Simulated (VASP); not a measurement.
**Co3Bi2: relaxation of the atoms with RPBE**

Co3Bi2:

```
Bi Co
1.0
     4.81442    0.00000    0.00000
     0.00000    4.81442    0.00000
     0.00000    0.00000    4.81442
Bi Co
2 3
Direct
  0.50000 0.50000 0.50000
  0.00000 0.00000 0.00000
  0.50000 0.00000 0.00000
  0.00000 0.50000 0.00000
  0.00000 0.00000 0.50000
```

The cell was built by a generator and needn't be a form met in nature.

```yaml
Program: VASP 6.6.1
Task: relaxation of the atoms
Functional: RPBE
Potentials_or_basis: VASP PAW PBE potentials, release 64 (Bi_d, Co)
Cutoff: 520 eV
k_mesh: 5 × 5 × 5
Occupations: methfessel-paxton, width 0.2 eV
Spin: collinear spin, ferromagnetic start
Starting_moments: "[0.0, 0.0, 2.0, 2.0, 2.0] μB"
Further_INCAR_settings: ALGO = Normal; EDIFF = 1e-06; IBRION = 2; EDIFFG = -0.02; NSW = 40
```

```yaml
Pressure_after_relaxing: 2.4 GPa
Band_gap_on_the_k_mesh: none (metal or under the smearing width)
Net_moment: 3.33 μB per cell
Site_moments: Bi -0.08, -0.04; Co +1.20 μB
Valence_electrons_inside_the_program's_atomic_spheres: Bi 12.58, 13.29; Co 8.04
```

Final structure:
```
CELL_PARAMETERS angstrom
4.81442 0.00000 0.00000
0.00000 4.81442 0.00000
0.00000 0.00000 4.81442
ATOMIC_POSITIONS crystal
Bi 0.50000 0.50000 0.50000
Bi 0.00000 0.00000 0.00000
Co 0.50000 0.00000 0.00000
Co 0.00000 0.50000 0.00000
Co 0.00000 0.00000 0.50000
```

Levels at points of the mesh, in eV from the Fermi level:
Spin up:
```tsv
k point	band 28	band 29	band 30	band 31	band 32	band 33
(0.00, 0.00, 0.00)	-1.16	-1.16	-1.16	0.90	0.90	0.90
```
Spin down:
```
           k point  band 23  band 24  band 25  band 26  band 27  band 28  band 29  band 30  band 31  band 32
(0.00, 0.00, 0.00)    -0.50    -0.50    -0.39    -0.39     0.03     0.03     0.03     0.68     0.80     0.80
```

Wall time 38 s on 1 thread of AMD EPYC 9R45 96-Core Processor (Zen 5) (shared host), peak memory 0.23 GiB.

Caveat: the relaxation stopped at its first step, so nothing moved; the PAW data sets were made with another functional, which shifts forces and pressure a little; spin-orbit coupling is left out, which moves the levels of the heavy elements.
